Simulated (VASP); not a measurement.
Computed with revPBE GGA, VASP's PBE PAW potentials (set 64) (plane waves; VASP 6.6.1).

Input for VASP

### KPOINTS
```
Automatic mesh
0
G
8 8 8
```

INCAR:
```
SYSTEM  =  ZnS
PREC  =  Accurate; ENCUT  =  520; LREAL  =  F
LASPH  =  T
EDIFF  =  1E-6; NELM  =  100; ALGO  =  Normal
LMAXMIX  =  4
ISMEAR  =  0; SIGMA  =  0.05
GGA  =  RE
IBRION  =  2; NSW  =  60; ISIF  =  3
EDIFFG  =  -0.01
LWAVE  =  F; LCHARG  =  F
```

**POSCAR**
```
ZnS
1.0
  0.0000000000   2.7478485135   2.7478485135
  2.7478485135   0.0000000000   2.7478485135
  2.7478485135   2.7478485135   0.0000000000
Zn S
1 1
Cartesian
  0.0000000000   0.0000000000   0.0000000000
  1.3739242568   1.3739242568   1.3739242568
```

POTCAR, in this order: Zn S (PBE.64 set). Program: vasp_std.

Output of the run:

OSZICAR:
```
       N       E                     dE             d eps       ncg     rms          rms(c)
DAV:   1     0.873851357951E+02    0.87385E+02   -0.92264E+03   754   0.164E+03
DAV:   2    -0.513596143489E+00   -0.87899E+02   -0.83783E+02   809   0.273E+02
DAV:   3    -0.662095066080E+01   -0.61074E+01   -0.60802E+01   939   0.737E+01
DAV:   4    -0.670055160848E+01   -0.79601E-01   -0.79568E-01   834   0.884E+00
DAV:   5    -0.670180001933E+01   -0.12484E-02   -0.12484E-02   949   0.110E+00    0.687E+00
DAV:   6    -0.629499951031E+01    0.40680E+00   -0.90188E-01  1112   0.345E+01    0.533E+00
DAV:   7    -0.628216960839E+01    0.12830E-01   -0.32975E-01   814   0.534E+00    0.274E+00
DAV:   8    -0.628404776191E+01   -0.18782E-02   -0.67367E-03   829   0.722E-01    0.764E-01
DAV:   9    -0.628500517165E+01   -0.95741E-03   -0.14403E-03   882   0.363E-01    0.140E-01
DAV:  10    -0.628528582035E+01   -0.28065E-03   -0.27553E-04   814   0.136E-01    0.680E-02
DAV:  11    -0.628536505176E+01   -0.79231E-04   -0.10926E-04   839   0.864E-02    0.118E-02
DAV:  12    -0.628536977605E+01   -0.47243E-05   -0.10187E-05   824   0.232E-02    0.427E-03
DAV:  13    -0.628536978417E+01   -0.81282E-08   -0.32122E-07   667   0.901E-03
   1 F= -.62853698E+01 E0= -.62853698E+01  d E =-.628537E+01
```

**OUTCAR**
```
------------------------ aborting loop because EDIFF is reached ----------------------------------------
  FORCE on cell =-STRESS in cart. coord.  units (eV):
  Direction    XX          YY          ZZ          XY          YZ          ZX
  --------------------------------------------------------------------------------------
  Total        0.0009282      0.0009282      0.0009282     -0.0000000     -0.0000000      0.0000000
  in kB        0.0358386      0.0358386      0.0358386     -0.0000000     -0.0000000      0.0000000
  external PRESSURE =       0.0358386 kB  Pullay stress =       0.0000000 kB
  volume of cell :       41.50
      direct lattice vectors                 reciprocal lattice vectors
     0.000000000  2.747848514  2.747848514    -0.181960540  0.181960540  0.181960540
     2.747848514  0.000000000  2.747848514     0.181960540 -0.181960540  0.181960540
     2.747848514  2.747848514  0.000000000     0.181960540  0.181960540 -0.181960540
  FREE ENERGIE OF THE ION-ELECTRON SYSTEM (eV)
  ---------------------------------------------------
  free  energy   TOTEN  =        -6.2853697842 eV

  energy  without entropy=       -6.2853697842  energy(sigma->0) =       -6.28536978

 reached required accuracy - stopping structural energy minimisation
```
(Selected blocks of OUTCAR.)

The compound is ZnS in the zinc blende structure. It was relaxed first. The start is the result of an earlier pass.
